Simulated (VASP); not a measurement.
Here is the system:

```
InPd
1.0
    3.37249     0.00000     0.00000
    0.00000     3.37249     0.00000
    0.00000     0.00000     3.37249
In Pd
1 1
Cartesian
  1.68624   1.68624   1.68624
  0.00000   0.00000   0.00000
```

Method: optB88-vdW, VASP's PBE PAW potentials (set 64) (plane waves; VASP 6.6.1). Numerical set-up: 520 eV cut-off, 11×11×11 Γ-centred mesh, first-order Methfessel-Paxton smearing of 0.10 eV, potentials In_d Pd.

Question: Give the stress tensor in GPa (positive for a compressed cell).

Answer: 
```
-5.62   0.00   0.00
 0.00  -5.62   0.00
 0.00   0.00  -5.62
```
The pressure is its mean diagonal, -5.62 GPa.

The compound is PdIn in the CsCl type structure. This cell is one point of a volume scan, at 1.06 of the reference volume. The electron count is odd and the run is not spin-polarised, which forces a metal.
